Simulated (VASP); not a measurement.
Here is a VASP 6.6.1 calculation.

INCAR

```
ALGO = Normal ; DIPOL = 0.5 0.5 0.500
EDIFF = 1E-7 ; ENCUT = 520
GGA = PE ; ICORELEVEL = 1
IDIPOL = 3 ; ISIF = 2
ISMEAR = 0 ; IVDW = 12
KPAR = 2 ; LASPH = True
LCHARG = False ; LDIPOL = True
LREAL = False ; LVACPOTAV = True
LVHAR = True ; LWAVE = False
NELM = 80 ; PREC = Accurate
SIGMA = 0.03
```

File KPOINTS:

```
k-points
0
Gamma
  9 9 1
```

File POSCAR:

```
SnSe2
1.0
    3.8408449500      0.0000000000      0.0000000000
   -1.9204230200      3.3262690400      0.0000000000
    0.0000000000      0.0000000000     24.1973048000
Se Sn
4 2
Direct
    0.6666670000      0.3333340000      0.3099518800
    0.3333330000      0.6666660000      0.4417837400
    0.6666670000      0.3333340000      0.5582162600
    0.3333330000      0.6666660000      0.6900481200
    0.0000000000      0.0000000000      0.3758678100
    0.0000000000      0.0000000000      0.6241321900
```

Potentials or basis: VASP PAW PBE potentials, release 64 (Se, Sn_d).

The run is started by

```console
$ cat potpaw_PBE.64/Se/POTCAR potpaw_PBE.64/Sn_d/POTCAR > POTCAR
$ mpirun -np 2 vasp_std > vasp.out
```

(1) What does it give for the largest force?

(2) Predict the ionisation potential of the upper face.

(3) Predict the band gap on the k mesh.

(4) What does it give for the dispersion energy per atom?

Answers

(1) 0.021 eV/Å.

(2) 5.96 eV.

(3) 0.73 eV, indirect (least direct gap 0.98 eV).

(4) -0.305 eV.

Caveat: spin-orbit coupling is left out, which moves the levels of the heavy elements.
